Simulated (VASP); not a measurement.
# Relaxed cell of WC (Qusongite): a test of cutoff and mesh, part 2 of 2

How far does the relaxed cell of WC (Qusongite) depend on cutoff and k mesh? The starting structure is a measured crystal structure from the Crystallography Open Database. The first relaxation on each setting starts from this cell expanded by 3 % in volume.

VASP 6.6.1.

Results so far: reference 10.27 Å³ an atom; a cutoff of 400 eV 10.25 Å³ an atom; a 7×7×7 mesh 10.29 Å³ an atom.

### 5. Relaxation with a cutoff of 680 eV

Level of this step: PBEsol; plane waves and PAW (W, C) (VASP).

Against step 2 the input has ENCUT = 680. This run starts from the cell of an earlier relaxation, which isn't shown; the restart sets up the plane waves anew.

Input file INCAR:

```
SYSTEM = WC
PREC = Accurate
ENCUT = 680
EDIFF = 1E-06
NELM = 100
ISMEAR = 0
SIGMA = 0.05
LREAL = .FALSE.
ALGO = Normal
GGA = PS
NBANDS = 11
LASPH = .TRUE.
LORBIT = 11
LWAVE = .FALSE.
LCHARG = .FALSE.
KPAR = 8
IBRION = 2
NSW = 50
ISIF = 3
EDIFFG = -0.006
```

Input file POSCAR:

```
WC
1.0
    2.8969169904      0.0000000000      0.0000000000
   -1.4484584952      2.5088037063      0.0000000000
    0.0000000000      0.0000000000      2.8267910759
W C
1 1
Direct
    0.0000000000      0.0000000000      0.0000000000
    0.6666666667      0.3333333333      0.5000000000
```

Input file KPOINTS:

```
Automatic mesh
0
Gamma
15 15 12
0 0 0
```

The projector-augmented-wave data sets are W and C (PBE family, release 64).

The run is started by

```sh
> mpirun -np 8 vasp_std
```

The log of the run:

```text
[... set-up lines as in an earlier step ...]
 entering main loop
       N       E                     dE             d eps       ncg     rms          rms(c)
DAV:   1     0.327045922994E+02    0.32705E+02   -0.58802E+03  4158   0.103E+03
DAV:   2    -0.244402557047E+02   -0.57145E+02   -0.54293E+02  4651   0.225E+02
DAV:   3    -0.269399276400E+02   -0.24997E+01   -0.24695E+01  5187   0.393E+01
DAV:   4    -0.269581271767E+02   -0.18200E-01   -0.18191E-01  4603   0.388E+00
[...]
DAV:  11    -0.239850988654E+02    0.15367E-04   -0.79920E-05  4911   0.637E-02    0.757E-03
DAV:  12    -0.239850965176E+02    0.23478E-05   -0.35353E-06  3513   0.129E-02    0.132E-02
DAV:  13    -0.239850965903E+02   -0.72708E-07   -0.35941E-07  2235   0.648E-03
   1 F= -.23985097E+02 E0= -.23984905E+02  d E =-.239851E+02
[...]
reached required accuracy - stopping structural energy minimisation
```

Wall time 9.8 s (8 MPI ranks of Intel Xeon Platinum 8259CL at 2.50GHz (Skylake/Cascade Lake), shared host); peak memory 1.7 GiB; 66 s of CPU time.

OUTCAR, selected parts (step 5):

```text
  Total        0.0019788      0.0019788     -0.0003548      0.0000000      0.0000000      0.0000000
  in kB        0.1543169      0.1543169     -0.0276731      0.0000000      0.0000000      0.0000000
  external PRESSURE =       0.0936536 kB  Pullay stress =       0.0000000 kB

 POSITION                                       TOTAL-FORCE (eV/Angst)
 -----------------------------------------------------------------------------------
      0.00000      0.00000      0.00000        -0.000000      0.000000      0.000000
      1.44846      0.83627      1.41340         0.000000     -0.000000      0.000000
 -----------------------------------------------------------------------------------
    total drift:                               -0.000000      0.000000      0.000000

  FREE ENERGIE OF THE ION-ELECTRON SYSTEM (eV)
  ---------------------------------------------------
  free  energy   TOTEN  =       -23.9850965903 eV

  energy  without entropy=      -23.9847124668  energy(sigma->0) =      -23.98490453

[... 2 parts as in an earlier step ...]

[... 2 further parts left out ...]
[key lines of the parts left out:]
E-fermi :   8.2627
```

With a cutoff of 680 eV the cell ends at 10.272 Å³ an atom, -0.02 % from the reference; the bulk modulus is 422.7 GPa against 422.5 GPa.

### 6. Relaxation with an 18×18×16 mesh

Against step 2 the input has an 18×18×16 mesh. This run starts from the cell of an earlier relaxation, which isn't shown; the restart sets up the plane waves anew.

INCAR: that of step 5 with these lines changed.

```diff
@@ -2,3 +2,3 @@
 PREC = Accurate
-ENCUT = 680
+ENCUT = 520
 EDIFF = 1E-06
```

Input file POSCAR:

```
WC
1.0
    2.8964481771      0.0000000000      0.0000000000
   -1.4482240886      2.5083977021      0.0000000000
    0.0000000000      0.0000000000      2.8288482826
W C
1 1
Direct
    0.0000000000      0.0000000000      0.0000000000
    0.6666666667      0.3333333333      0.5000000000
```

Input file KPOINTS:

```
Automatic mesh
0
Gamma
18 18 16
0 0 0
```

The run is started by

```sh
> mpirun -np 8 vasp_std
```

The log of the run:

```text
[... set-up lines as in an earlier step ...]
 entering main loop
       N       E                     dE             d eps       ncg     rms          rms(c)
DAV:   1     0.223953361908E+02    0.22395E+02   -0.50422E+03  7326   0.823E+02
DAV:   2    -0.250723011520E+02   -0.47468E+02   -0.45260E+02  8570   0.201E+02
DAV:   3    -0.269446022548E+02   -0.18723E+01   -0.18522E+01  9123   0.334E+01
DAV:   4    -0.269558304134E+02   -0.11228E-01   -0.11226E-01  8028   0.304E+00
[...]
DAV:  11    -0.239814355082E+02    0.11900E-04   -0.61907E-05  8549   0.567E-02    0.978E-03
DAV:  12    -0.239814336037E+02    0.19044E-05   -0.22916E-06  5358   0.107E-02    0.128E-02
DAV:  13    -0.239814336665E+02   -0.62735E-07   -0.25418E-07  3873   0.531E-03
   1 F= -.23981434E+02 E0= -.23981247E+02  d E =-.239814E+02
[...]
reached required accuracy - stopping structural energy minimisation
```

The job ended after 9.4 s (8 MPI ranks; peak memory 1.7 GiB).

Parts of OUTCAR (step 6):

```text
  Total        0.0003460      0.0003460      0.0010150     -0.0000000      0.0000000     -0.0000000
  in kB        0.0269691      0.0269691      0.0791255     -0.0000000      0.0000000     -0.0000000
  external PRESSURE =       0.0443546 kB  Pullay stress =       0.0000000 kB

 POSITION                                       TOTAL-FORCE (eV/Angst)
 -----------------------------------------------------------------------------------
      0.00000      0.00000      0.00000         0.000000      0.000000      0.000000
      1.44822      0.83613      1.41442        -0.000000     -0.000000      0.000000
 -----------------------------------------------------------------------------------
    total drift:                               -0.000000      0.000000      0.000000

  FREE ENERGIE OF THE ION-ELECTRON SYSTEM (eV)
  ---------------------------------------------------
  free  energy   TOTEN  =       -23.9814336665 eV

  energy  without entropy=      -23.9810604923  energy(sigma->0) =      -23.98124708

[... 1 part as in an earlier step ...]

[... 3 further parts left out ...]
[key lines of the parts left out:]
E-fermi :   8.2964
```

With an 18×18×16 mesh the cell ends at 10.276 Å³ an atom, +0.02 % from the reference; the bulk modulus is 421.8 GPa against 422.5 GPa.

### 7. The runs compared

```csv
run,volume (Å³/atom),change (%),bulk modulus (GPa),pressure left (GPa),core minutes
reference,10.275,-,422.5,0.0,4.83
a cutoff of 400 eV,10.247,-0.27,426.0,0.01,4.53
a 7×7×7 mesh,10.286,0.11,423.7,0.0,2.61
a cutoff of 680 eV,10.272,-0.02,422.7,0.01,7.57
an 18×18×16 mesh,10.276,0.02,421.8,0.0,7.25
```

Core minutes are wall time times ranks, summed over the relaxations behind a row (those for a bulk modulus apart), on shared hosts.

### 8. Outcome

- volume of the reference: 10.27 Å³/atom
- volume against the reference, a cutoff of 400 eV: -0.27 %
- volume against the reference, a 7×7×7 mesh: +0.11 %
- volume against the reference, a cutoff of 680 eV: -0.02 %
- volume against the reference, an 18×18×16 mesh: +0.02 %

In words: The volume moves most with a cutoff of 400 eV: -0.27 % against the reference (520 eV, 15×15×12 mesh). On finer settings it changes by -0.02 % with a cutoff of 680 eV and +0.02 % with an 18×18×16 mesh. A cell that shrinks at the lower cutoff is the usual mark of Pulay stress, the error that a plane-wave basis makes when it is kept while the volume changes. The bulk modulus stays within 2 %. Further runs on this material are not shown.

[Lines on the potential files, build, host, timing and source positions are cut from VASP's logs without a mark.]

[Logs are printed without paths, hosts, clocks, repeated set-up lines and the standing remarks that a program may print on its own settings, such as how far it seeks lower states.]

[Hosts, paths, dates, database ids (printed as entryN), source tags and the programs' standing remarks are cut or masked in the printed files.]
